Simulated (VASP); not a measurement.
Computed with optB86b-vdW, VASP's PBE PAW potentials (set 64) (plane waves; VASP).

VASP input:

File KPOINTS:
```
Automatic mesh
0
Gamma
9 9 9
0 0 0
```

**POSCAR**
```
Cs
1
   -2.9974438046     2.9974438046     2.9974438046
    2.9974438046    -2.9974438046     2.9974438046
    2.9974438046     2.9974438046    -2.9974438046
Cs
1
Direct
  0.0000000000   0.0000000000   0.0000000000
```

### INCAR
```
AGGAC=0.0
ALGO=Normal
EDIFF=1E-7
ENCUT=520
GGA=MK
ISIF=2
ISMEAR=1
LASPH=.TRUE.
LCHARG=.FALSE.
LMAXMIX=4
LREAL=.FALSE.
LUSE_VDW=.TRUE.
LWAVE=.FALSE.
NELM=100
PARAM1=0.1234
PARAM2=1.0
PREC=Accurate
SIGMA=0.1
SYSTEM=Cs
```

POTCAR, in this order: Cs_sv (PBE.64 set). Program: vasp_std.

The run wrote:

### OSZICAR
```
       N       E                     dE             d eps       ncg     rms          rms(c)
DAV:   1     0.586982814605E+02    0.58698E+02   -0.30496E+03   560   0.793E+02
DAV:   2     0.693848363422E+01   -0.51760E+02   -0.50839E+02   768   0.123E+02
DAV:   3     0.208606897572E+01   -0.48524E+01   -0.48524E+01   568   0.468E+01
DAV:   4     0.202374413964E+01   -0.62325E-01   -0.62325E-01  1024   0.652E+00
DAV:   5     0.202368175970E+01   -0.62380E-04   -0.62380E-04   672   0.130E-01    0.149E-01
DAV:   6     0.202359211763E+01   -0.89642E-04   -0.14317E-03   944   0.207E-01    0.993E-02
DAV:   7     0.202274967615E+01   -0.84244E-03   -0.42198E-03   664   0.354E-01    0.358E-02
DAV:   8     0.202254285786E+01   -0.20682E-03   -0.33773E-04   760   0.978E-02    0.812E-03
DAV:   9     0.202252756442E+01   -0.15293E-04   -0.21001E-05   864   0.204E-02    0.390E-03
DAV:  10     0.202252564357E+01   -0.19208E-05   -0.70063E-06   768   0.119E-02    0.947E-04
DAV:  11     0.202252551004E+01   -0.13352E-06   -0.15174E-07   944   0.203E-03    0.282E-04
DAV:  12     0.202252545838E+01   -0.51664E-07   -0.86372E-08   720   0.122E-03
   1 F= 0.20225255E+01 E0= 0.20229549E+01  d E =-.128832E-02
```

**OUTCAR**
```
------------------------ aborting loop because EDIFF is reached ----------------------------------------
  FORCE on cell =-STRESS in cart. coord.  units (eV):
  Direction    XX          YY          ZZ          XY          YZ          ZX
  --------------------------------------------------------------------------------------
  Total       -0.0359712     -0.0359712     -0.0359712      0.0000000      0.0000000     -0.0000000
  in kB       -0.5349986     -0.5349986     -0.5349986      0.0000000      0.0000000     -0.0000000
  external PRESSURE =      -0.5349986 kB  Pullay stress =       0.0000000 kB
  volume of cell :      107.72
      direct lattice vectors                 reciprocal lattice vectors
    -2.997443805  2.997443805  2.997443805     0.000000000  0.166808799  0.166808799
     2.997443805 -2.997443805  2.997443805     0.166808799  0.000000000  0.166808799
     2.997443805  2.997443805 -2.997443805     0.166808799  0.166808799  0.000000000
 POSITION                                       TOTAL-FORCE (eV/Angst)
 -----------------------------------------------------------------------------------
      0.00000      0.00000      0.00000        -0.000000      0.000000      0.000000
 -----------------------------------------------------------------------------------
    total drift:                               -0.000000     -0.000000      0.000000
  FREE ENERGIE OF THE ION-ELECTRON SYSTEM (eV)
  ---------------------------------------------------
  free  energy   TOTEN  =         2.0225254584 eV

  energy  without entropy=        2.0238137804  energy(sigma->0) =        2.02295490
```
(Selected blocks of OUTCAR.)

OUTCAR:
```
 val. band max:        0.5500468023   @ k =  -0.3333   0.4444   0.1111

 cond. band min:       0.5932105521   @ k =  -0.4444   0.4444   0.1111


 Fermi energy:         0.5566730072

 k-point     1 :       0.0000    0.0000    0.0000
  band No.  band energies     occupation
      1     -23.2834      2.00000
      2      -9.9955      2.00000
      3      -9.9955      2.00000
      4      -9.9955      2.00000
      5      -1.1972      2.00000
      6       3.0704      0.00000
      7       3.0704      0.00000
      8       3.0704      0.00000

 k-point     2 :       0.1111    0.0000    0.0000
  band No.  band energies     occupation
      1     -23.2823      2.00000
      2     -10.0165      2.00000
      3     -10.0022      2.00000
      4      -9.9955      2.00000
      5      -1.0514      2.00000
      6       2.9194      0.00000
      7       2.9276      0.00000
      8       3.2175      0.00000

 k-point     3 :       0.2222    0.0000    0.0000
  band No.  band energies     occupation
      1     -23.2796      2.00000
      2     -10.0686      2.00000
      3     -10.0190      2.00000
      4      -9.9957      2.00000
      5      -0.6429      2.00000
      6       2.4334     -0.00000
      7       2.6153      0.00000
      8       3.6500      0.00000

 k-point     4 :       0.3333    0.0000    0.0000
  band No.  band energies     occupation
      1     -23.2765      2.00000
      2     -10.1261      2.00000
      3     -10.0380      2.00000
      4      -9.9959      2.00000
      5      -0.0670      2.00000
      6       1.9221     -0.00000
      7       2.3471     -0.00000
      8       3.9081      0.00000

 k-point     5 :       0.4444    0.0000    0.0000
  band No.  band energies     occupation
      1     -23.2745      2.00000
      2     -10.1627      2.00000
      3     -10.0503      2.00000
      4      -9.9960      2.00000
      5       0.4564      2.05087
      6       1.5765     -0.00000
      7       2.1991     -0.00000
...
```

Unless said otherwise, spin-orbit coupling is left out, though it shifts the bands of the heavy elements here.

The compound is Cs in the bcc structure. This cell is one point of a volume scan, at 1.03 of the reference volume.
